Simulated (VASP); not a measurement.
These are PBE GGA, VASP's PBE PAW potentials (set 64) (plane waves; VASP) values and carry that method's errors.

VASP input:

INCAR:
```
# general
SYSTEM  = SbAs
PREC    = Accurate
ENCUT   = 300
LREAL   = F
LASPH   = T

# electronic loop
EDIFF   = 1E-6
NELM    = 100
ALGO    = Normal
LMAXMIX = 4

# smearing
ISMEAR  = 0
SIGMA   = 0.272

# functional
GGA     = PE

# ions
ISIF    = 2

# output
LWAVE   = F
LCHARG  = F
```

POSCAR:
```
SbAs
5.5461680
  0.7935982105   0.0000000000   0.0000000000
  0.0000000000   0.7935982105   0.0000000000
  0.0000000000   0.0000000000   1.0000000000
As Sb
2 2
Cartesian
  0.3967991053   0.0000000000   0.2368000000
  0.0000000000   0.3967991053   0.7632000000
  0.0000000000   0.0000000000   0.0000000000
  0.3967991053   0.3967991053   0.0000000000
```

File KPOINTS:
```
Regular mesh
0
gamma
 4 4 3
0 0 0
```

POTCAR, in this order: As Sb (PBE.64 set). Program: vasp_std.

Output of the run:

OUTCAR:
```
 ion  position               nearest neighbor table
   1  0.500  0.000  0.237-   3 2.56   4 2.56   4 2.56   3 2.56
   2  0.000  0.500  0.763-   3 2.56   4 2.56   3 2.56   4 2.56
   3  0.000  0.000  0.000-   1 2.56   2 2.56   2 2.56   1 2.56   4 3.11   4 3.11   4 3.11   4 3.11
  LATTYP: Found a simple tetragonal cell.
 ALAT       =     4.4014290000
 C/A-ratio  =     1.2600834865
 Subroutine PRICEL returns:
 Original cell was already a primitive cell.
 Subroutine GETGRP returns: Found 16 space group operations
The static configuration has the point symmetry D_2d.
 The point group associated with its full space group is D_4h.
The dynamic configuration has the point symmetry D_2d.
 Subroutine INISYM returns: Found 16 space group operations
 Subroutine IBZKPT returns following result:
 Found     12 irreducible k-points:

 Following reciprocal coordinates:
            Coordinates               Weight
  0.000000  0.000000  0.000000      1.000000
  0.250000  0.000000  0.000000      4.000000
  0.500000  0.000000  0.000000      2.000000
  0.250000  0.250000  0.000000      4.000000
  0.500000  0.250000  0.000000      4.000000
  0.500000  0.500000  0.000000      1.000000
  0.000000  0.000000  0.333333      2.000000
  0.250000  0.000000  0.333333      8.000000
  0.500000  0.000000  0.333333      4.000000
  0.250000  0.250000  0.333333      8.000000
  0.500000  0.250000  0.333333      8.000000
  0.500000  0.500000  0.333333      2.000000
   k-points           NKPTS =     12   k-points in BZ     NKDIM =     12   number of bands    NBANDS=     14
   number of dos      NEDOS =    301   number of ions     NIONS =      4
   total plane-waves  NPLWV =  25088
   dimension x,y,z NGX =    28 NGY =   28 NGZ =   32
   dimension x,y,z NGXF=    56 NGYF=   56 NGZF=   64
   ions per type =               2   2
   PREC   = accura    normal or accurate (medium, high low for compatibility)
   ISTART =      0    job   : 0-new  1-cont  2-samecut
   ICHARG =      2    charge: 1-file 2-atom 10-const
   ISPIN  =      1    spin polarized calculation?
   LNONCOLLINEAR =      F non collinear calculations
   LSORBIT =      F    spin-orbit coupling
   INIWAV =      1    electr: 0-lowe 1-rand  2-diag
   ENCUT  =  300.0 eV  22.05 Ry    4.70 a.u.   6.22  6.22  7.83*2*pi/ulx,y,z
   NELM   =    100;   NELMIN=  2; NELMDL= -5     # of ELM steps
   EDIFF  = 0.1E-05   stopping-criterion for ELM
   LREAL  =      F    real-space projection
   NLSPLINE    = F    spline interpolate recip. space projectors
   LMAXMIX     =    4 max onsite mixed and CHGCAR
   VOSKOWN=      0    Vosko Wilk Nusair interpolation
   EDIFFG = 0.1E-04   stopping-criterion for IOM
   NSW    =      0    number of steps for IOM
   NBLOCK =      1;   KBLOCK =      1    inner block; outer block
   IBRION =     -1    ionic relax: 0-MD 1-quasi-New 2-CG
   NFREE  =      0    steps in history (QN), initial steepest desc. (CG)
   ISIF   =      2    stress and relaxation
   ISYM   =      2    0-nonsym 1-usesym 2-fastsym
   TEIN   =    0.0    initial temperature
   TEBEG  =    0.0;   TEEND  =   0.0 temperature during run
   SMASS  =  -3.00    Nose mass-parameter (am)
   PSTRESS=    0.0 pullay stress
   NELECT =      20.0000    total number of electrons
   EFERMI =   0.00;   METHOD = LEGACY
   ISMEAR =     0;   SIGMA  =   0.27  broadening in eV -4-tet -1-fermi 0-gaus
   IALGO  =     38    algorithm
   LDIAG  =      T    sub-space diagonalisation (order eigenvalues)
   IMIX   =      4    mixing-type and parameters
     AMIX     =   0.40;   BMIX     =  1.00
     AMIX_MAG =   1.60;   BMIX_MAG =  1.00
     AMIN     =   0.10
   GGA     = PE    functional components
   VOSKOWN =     0    Vosko Wilk Nusair interpolation
   LHFCALC =     F    Hartree Fock is set to
   LHFONE  =     F    Hartree Fock one center treatment
...
```

File OSZICAR:
```
       N       E                     dE             d eps       ncg     rms          rms(c)
DAV:   1     0.774003598023E+02    0.77400E+02   -0.54217E+03   336   0.717E+02
DAV:   2    -0.851934615399E+01   -0.85920E+02   -0.83323E+02   420   0.163E+02
DAV:   3    -0.139453680387E+02   -0.54260E+01   -0.52588E+01   426   0.430E+01
DAV:   4    -0.140254787329E+02   -0.80111E-01   -0.79772E-01   440   0.604E+00
DAV:   5    -0.140269395536E+02   -0.14608E-02   -0.14604E-02   442   0.763E-01    0.688E+00
DAV:   6    -0.138506790574E+02    0.17626E+00   -0.18420E-01   408   0.219E+00    0.417E+00
DAV:   7    -0.137987877015E+02    0.51891E-01   -0.20428E-01   396   0.230E+00    0.488E-01
DAV:   8    -0.137974562295E+02    0.13315E-02   -0.15098E-02   390   0.792E-01    0.119E-01
DAV:   9    -0.137976744765E+02   -0.21825E-03   -0.13909E-03   438   0.221E-01    0.387E-02
DAV:  10    -0.137977035140E+02   -0.29038E-04   -0.92780E-05   390   0.589E-02    0.198E-02
DAV:  11    -0.137977275045E+02   -0.23990E-04   -0.49438E-05   396   0.430E-02    0.497E-03
DAV:  12    -0.137977287494E+02   -0.12449E-05   -0.41814E-06   396   0.128E-02    0.262E-03
DAV:  13    -0.137977295754E+02   -0.82600E-06   -0.83754E-07   240   0.607E-03
   1 F= -.13797730E+02 E0= -.13754059E+02  d E =-.873403E-01
```

### OUTCAR
```
------------------------ aborting loop because EDIFF is reached ----------------------------------------
  FORCE on cell =-STRESS in cart. coord.  units (eV):
  Direction    XX          YY          ZZ          XY          YZ          ZX
  --------------------------------------------------------------------------------------
  Total       22.6007858     22.6007858      6.6378204      0.0000000     -0.0000000      0.0000000
  in kB      337.0184680    337.0184680     98.9818708      0.0000000     -0.0000000      0.0000000
  external PRESSURE =     257.6729356 kB  Pullay stress =       0.0000000 kB
  volume of cell :      107.44
      direct lattice vectors                 reciprocal lattice vectors
     4.401429000  0.000000000  0.000000000     0.227198939  0.000000000  0.000000000
     0.000000000  4.401429000  0.000000000     0.000000000  0.227198939  0.000000000
     0.000000000  0.000000000  5.546168000     0.000000000  0.000000000  0.180304672
 POSITION                                       TOTAL-FORCE (eV/Angst)
 -----------------------------------------------------------------------------------
      2.20071      0.00000      1.31333         0.000000      0.000000      2.762183
      0.00000      2.20071      4.23284         0.000000     -0.000000     -2.762183
      0.00000      0.00000      0.00000        -0.000000     -0.000000      0.000000
      2.20071      2.20071      0.00000         0.000000     -0.000000      0.000000
 -----------------------------------------------------------------------------------
    total drift:                               -0.000000     -0.000000     -0.000000
  FREE ENERGIE OF THE ION-ELECTRON SYSTEM (eV)
  ---------------------------------------------------
  free  energy   TOTEN  =       -13.7977295754 eV

  energy  without entropy=      -13.7103892636  energy(sigma->0) =      -13.75405942
```
(Selected blocks of OUTCAR.)

The structure was generated: SbAs was put into an ordered model structure, which need not be its known phase. The cell was not relaxed at this level, and its volume differs by -5.9 % from the start's. The k-mesh is coarse (spacing up to 0.38 per Å, 2π included), so the numbers may not be converged in it.
